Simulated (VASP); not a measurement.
An input for Ansatz (written as the equivalent of a VASP run, and not itself run):

Ansatz 0.2 input:
```yaml
crystal:
  lattice:
    - [0.0000000, 2.2673790, 2.2673790]
    - [2.2673790, 0.0000000, 2.2673790]
    - [2.2673790, 2.2673790, 0.0000000]
  atoms:
    - { symbol: Na, position: [0.0000000, 0.0000000, 0.0000000] }
    - { symbol: F, position: [0.5000000, 0.5000000, 0.5000000] }
kpoints:
  mp_grid: { grid: [3, 3, 3] }
hamiltonian:
  xc: pbe
  pseudopotentials: { kind: paw }
scf:
  occupations: { method: gaussian, width: 0.01 }
  max_iter: 100
output: { forces: true, stress: true, eigenvalues: true }
```

Problem. Write the VASP files for the same calculation (PBE).

Solution. Several could match; the one computed here: 
### INCAR
```
SYSTEM = NaF
PREC = Accurate; ENCUT = 400; LREAL = F
LASPH = T
EDIFF = 1E-6; NELM = 100; ALGO = Normal
ISMEAR = 0; SIGMA = 0.01
GGA = PE
ISIF = 2
LWAVE = F; LCHARG = F
```

File KPOINTS:
```
K-points
0
Gamma
  3 3 3
0 0 0
```

File POSCAR:
```
NaF
1
    0.0000000000     2.2673790000     2.2673790000
    2.2673790000     0.0000000000     2.2673790000
    2.2673790000     2.2673790000     0.0000000000
Na F
1 1
Direct
  0.0000000000   0.0000000000   0.0000000000
  0.5000000000   0.5000000000   0.5000000000
```

POTCAR, in this order: Na_pv F (PBE.64 set). Program: vasp_std.

Limits of the translation: each code has its own PAW files, so the cut-off isn't converted (ENCUT is set for VASP's; basis.ecutwfc is left out, and Ansatz then takes the one that its files recommend); Ansatz stops its SCF on the density residual and VASP on the energy change (EDIFF).

The structure comes from a computed database's NaF entry; how it stands against other phases isn't given here. The cell was not relaxed at this level. The k-mesh is coarse (spacing up to 0.80 per Å, 2π included), so the numbers may not be converged in it. The run is one of a series of settings (KPOINTS 3×3×3 Γ-centred mesh against the base run), some of them coarse on purpose.
